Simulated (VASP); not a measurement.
```yaml
crystal:
  lattice:
    - [0.00000, 3.38087, 3.38087]
    - [3.38087, 0.00000, 3.38087]
    - [3.38087, 3.38087, 0.00000]
  atoms:
    - { symbol: Mg, position: [0.25000, 0.25000, 0.25000] }
    - { symbol: Mg, position: [0.75000, 0.75000, 0.75000] }
    - { symbol: Sn, position: [0.00000, 0.00000, 0.00000] }
```

Calculation: optB86b-vdW, VASP's PBE PAW potentials (set 64) (plane waves; VASP). Run with 520 eV cut-off, Gaussian smearing of 0.050 eV, potentials Mg Sn_d.

Unless said otherwise, spin-orbit coupling is left out, though it shifts the bands of the heavy elements here.

Q: Estimate the band gap (along the path) with the smallest direct gap where there is one.

A: 
```
Item                                                          Value
-------------------------  ----------------------------------------
band gap (along the path)  none (metal, semimetal or under 0.01 eV)
```

The absolute energy has meaning only against runs of the same code, potentials and settings.

The compound is Mg2Sn in the antifluorite structure. It was relaxed first.
